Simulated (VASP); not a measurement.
```xyz
1
Lattice="-1.5453 1.5453 1.5453 1.5453 -1.5453 1.5453 1.5453 1.5453 -1.5453" Properties=species:S:1:pos:R:3 pbc="T T T"
V      0.0000     0.0000     0.0000
```

The base run (VASP): PBE GGA, plane waves, VASP's PBE PAW potentials (set 64). Settings: 400 eV cut-off, 15×15×15 Γ-centred mesh, first-order Methfessel-Paxton smearing of 0.10 eV, potentials V_sv.

One setting is varied; ΔE counts from the most expensive setting. The base run took about 5 core-seconds. The timings are rough (shared machines, no repeats); factors under 2 mean little.

Pressures at a finite cut-off, here 400 eV, hold a Pulay part, which wasn't tested here.

```csv
setting,cost over the base run,electronic steps,ΔE (meV/atom),pressure (GPa)
KPOINTS 3×3×3 Γ-centred mesh,about 1/4,11,-88.5,-15.95
KPOINTS 5×5×5 Γ-centred mesh,about 1/4,11,33.2,-14.08
KPOINTS 12×12×12 Γ-centred mesh,within a factor of 2,11,6.6,-15.32
KPOINTS 13×13×13 Γ-centred mesh,within a factor of 2,11,0.9,-15.25
KPOINTS 14×14×14 Γ-centred mesh,within a factor of 2,12,-3.9,-15.73
base run,reference,11,-0.2,-15.49
KPOINTS 19×19×19 Γ-centred mesh,within a factor of 2,11,0.9,-15.38
KPOINTS 20×20×20 Γ-centred mesh,about 2 times,11,0.0,-15.34
```

Left out are runs that failed, have no time on record or changed the cell.

The compound is V in the bcc structure. The cell was not relaxed at this level.
